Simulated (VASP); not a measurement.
# Be3B2C: single point with PBE

The system is Be3B2C.

```
Be B C
1.0
     4.08685    0.00000    0.00000
    -2.04343    3.53932    0.00000
     0.00000    0.00000    4.46030
Be B C
3 2 1
Direct
  0.50000 0.00000 0.00000
  0.00000 0.50000 0.00000
  0.50000 0.50000 0.00000
  0.00000 0.00000 0.81768
  0.00000 0.00000 0.18232
  0.00000 0.00000 0.50000
```

The cell was built by a generator and needn't be a form met in nature.

The cell isn't the ideal one: random cell by space group and Wyckoff sites (P6/mmm, No. 191).

```
Program             : VASP 6.6.1
Task                : single point
Functional          : PBE
Potentials or basis : VASP PAW PBE potentials, release 64 (Be, B, C)
Cutoff              : 520 eV
k mesh              : 6 × 6 × 4
Occupations         : gaussian, width 0.1 eV
Spin                : no spin polarisation
```

* Pressure: 0.1 GPa
* Largest force: 0.012 eV/Å
* Band gap on the k mesh: none (metal or under the smearing width)

Forces in eV/Å, atoms in the order of the input:
```
Be   0.000  0.000  0.000
Be   0.000  0.000  0.000
Be   0.000  0.000  0.000
B    0.000  0.000  0.012
B    0.000  0.000 -0.012
C    0.000  0.000  0.000
```

Stress tensor (GPa, compression positive):
```
 0.12  0.00  0.00
 0.00  0.12  0.00
 0.00  0.00 -0.08
```

Levels at points of the mesh, in eV from the Fermi level:
```tsv
k point	band 4	band 5	band 6	band 7	band 8	band 9	band 10	band 11	band 12	band 13
(0.00, 0.00, 0.00)	-4.95	-4.95	-1.87	-1.10	0.67	1.44	1.44	3.47	3.47	4.57
(0.50, 0.00, 0.00)	-7.31	-5.09	-2.80	-0.77	-0.16	1.50	2.35	3.33	4.57	5.90
(0.00, 0.00, 0.50)	-4.11	-4.11	-1.80	-1.78	-1.78	-0.82	-0.71	5.18	5.18	6.56
(0.50, 0.00, 0.50)	-5.64	-4.12	-3.99	-2.61	-2.23	1.88	3.84	3.89	6.34	6.41
```

Wall time 15 s on 1 thread of AMD EPYC 9R45 (Zen 5), with other jobs on the host, peak memory 0.14 GiB.
